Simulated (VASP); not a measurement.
TaSbSe: single point with PBE

The system is TaSbSe.

```
Ta Sb Se
1.0
     3.62961    0.00000    0.00000
     0.00000    3.62961    0.00000
     0.00000    0.00000    5.63455
Ta Sb Se
1 1 1
Direct
  0.00000 0.00000 0.00000
  0.00000 0.00000 0.50000
  0.50000 0.50000 0.00000
```

The cell was built by a generator and needn't be a form met in nature.

The cell isn't the ideal one: random cell by space group and Wyckoff sites (P4/mmm, No. 123).

| Quantity | Value |
| --- | --- |
| Program | VASP 6.6.1 |
| Task | single point |
| Functional | PBE |
| Potentials or basis | VASP PAW PBE potentials, release 64 (Ta_pv, Sb, Se) |
| Cutoff | 520 eV |
| k mesh | 12 × 12 × 8 |
| Occupations | gaussian, width 0.1 eV |
| Spin | no spin polarisation |

| Item | Value |
| --- | --- |
| Pressure | 0.1 GPa |
| Band gap on the k mesh | none (metal or under the smearing width) |

Stress tensor (GPa, compression positive):
```
 0.14  0.00  0.00
 0.00  0.14  0.00
 0.00  0.00 -0.01
```

Levels at points of the mesh, in eV from the Fermi level:
```
           k point  band 9  band 10  band 11  band 12  band 13  band 14
(0.00, 0.00, 0.00)   -2.82    -0.43     0.28     0.28     0.59     1.18
(0.50, 0.00, 0.00)   -2.83    -1.61     0.64     1.16     1.76     2.29
(0.50, 0.50, 0.00)   -1.42    -1.42    -1.29    -1.29    -0.27     0.94
(0.00, 0.00, 0.50)   -2.76    -2.76    -0.45    -0.45    -0.43     2.10
(0.50, 0.00, 0.50)   -3.33    -0.79     0.06     1.17     2.23     3.48
(0.50, 0.50, 0.50)   -3.12    -3.12    -2.84     0.95     1.02     1.02
```

Run time: 66 s on 1 thread of Intel(R) Xeon(R) 6975P-C (Granite Rapids), with other jobs on the host, peak memory 0.35 GiB.

Spin-orbit coupling is left out, which matters for the levels of Sb, Ta.
